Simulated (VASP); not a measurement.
## GaSb: relaxation of cell and atoms with PBE

Crystal: GaSb.

```
CELL_PARAMETERS angstrom
0.00000 3.06000 3.06000
3.06000 0.00000 3.06000
3.06000 3.06000 0.00000
ATOMIC_POSITIONS crystal
Ga 0.00000 0.00000 0.00000
Sb 0.25000 0.25000 0.25000
```

The cell was built by a generator and needn't be a form met in nature.

```
Program                : VASP 6.6.1
Task                   : relaxation of cell and atoms
Functional             : PBE
Potentials or basis    : VASP PAW PBE potentials, release 64 (Ga_d, Sb)
Cutoff                 : 600 eV
k mesh                 : 12 × 12 × 12
Occupations            : gaussian, width 0.1 eV
Spin                   : no spin polarisation
Dipole correction      : no
Further INCAR settings : ALGO = Normal; EDIFF = 1e-06; IBRION = 2; EDIFFG = -0.002; NSW = 100; ISIF = 3
```

```yaml
Relaxed_volume: 30.01 Å³/atom
Relaxed_cell: a = 4.395 Å, b = 4.395 Å, c = 4.395 Å, α = 60.00°, β = 60.00°, γ = 60.00°
Space_group_after_relaxing_to_0.05_Å: F-43m (No. 216)
Energy_gained_by_relaxing: 9.6 meV/atom
Ionic_steps: 6
Pressure_after_relaxing: 0.0 GPa
Band_gap_on_the_k_mesh: none (metal or under the smearing width)
```

The path:
```
step  energy change (eV)  largest force (eV/Å)  pressure (GPa)  volume (Å³)
   1              0.0000                0.0000            2.33        57.31
   2             -0.0178                0.0000           -0.53        60.84
   3             -0.0192                0.0000           -0.01        60.06
   4             -0.0192                0.0000            0.07        60.01
   5             -0.0192                0.0000            0.04        60.01
   6             -0.0192                0.0000            0.00        60.02
```

Final structure:
```
Ga Sb
1.0
     0.00000    3.10751    3.10751
     3.10751    0.00000    3.10751
     3.10751    3.10751    0.00000
Ga Sb
1 1
Direct
  0.00000 0.00000 0.00000
  0.25000 0.25000 0.25000
```

Levels at points of the mesh, in eV from the Fermi level:
```
           k point  band 6  band 7  band 8  band 9  band 10  band 11  band 12  band 13
(0.00, 0.00, 0.00)  -11.21   -0.34   -0.05   -0.05    -0.05     2.74     2.74     2.74
(0.50, 0.00, 0.00)   -9.70   -6.19   -1.13   -1.13     0.26     3.70     3.70     6.44
(0.50, 0.50, 0.00)   -8.94   -6.65   -2.46   -2.46     0.90     1.29     8.33     8.33
```

It took 120 s on 1 thread of Intel(R) Xeon(R) Platinum 8488C (Sapphire Rapids), with other jobs on the host, peak memory 0.25 GiB.

Caveat: this crystal is a semiconductor, whose small gap the functional closes, so the metal is an error of the method. The run has no spin-orbit coupling, so splittings on Sb are missing.
